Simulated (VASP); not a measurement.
OSZICAR of a VASP run on WS (relaxed from the rock salt structure, space group Fm-3m):

File OSZICAR:
```
       N       E                     dE             d eps       ncg     rms          rms(c)
DAV:   1     0.121068509954E+03    0.12107E+03   -0.92845E+03  2918   0.126E+03
DAV:   2    -0.118182550797E+02   -0.13289E+03   -0.13041E+03  3482   0.334E+02
DAV:   3    -0.162429140379E+02   -0.44247E+01   -0.43553E+01  3572   0.575E+01
DAV:   4    -0.162870852203E+02   -0.44171E-01   -0.43855E-01  3236   0.638E+00
DAV:   5    -0.162876306499E+02   -0.54543E-03   -0.54379E-03  3554   0.732E-01    0.210E+01
DAV:   6    -0.155474633036E+02    0.74017E+00   -0.33226E+00  3308   0.144E+01    0.913E+00
DAV:   7    -0.155314243205E+02    0.16039E-01   -0.63230E-02  3134   0.205E+00    0.436E+00
DAV:   8    -0.155259692642E+02    0.54551E-02   -0.13047E-02  3632   0.792E-01    0.359E-01
DAV:   9    -0.155257722005E+02    0.19706E-03   -0.51451E-04  3104   0.164E-01    0.209E-01
DAV:  10    -0.155257958425E+02   -0.23642E-04   -0.12890E-04  3626   0.133E-01    0.439E-02
DAV:  11    -0.155257900676E+02    0.57749E-05   -0.51055E-06  3098   0.276E-02    0.114E-02
DAV:  12    -0.155257905697E+02   -0.50207E-06   -0.37179E-07  3184   0.650E-03    0.225E-03
DAV:  13    -0.155257907886E+02   -0.21894E-06   -0.28199E-08  1504   0.142E-03    0.538E-04
DAV:  14    -0.155257907901E+02   -0.14452E-08   -0.25763E-09  1516   0.491E-04
   1 F= -.15525791E+02 E0= -.15525791E+02  d E =0.000000E+00
```

Which electronic solver shows in the log?

It is blocked Davidson (ALGO = Normal, or the opening steps of other solvers). The INCAR had ALGO = Normal.

Can the final energy be trusted as converged?

The calculation finished and met its thresholds. It stopped with EDIFF = 1E-7, NELM = 100 (PBE GGA, plane waves, VASP's PBE PAW potentials (set 64)).

The structure was generated: WS was put into the rock salt type (Fm-3m), which need not be its known phase. It was relaxed first, which changed the volume by -36 %.
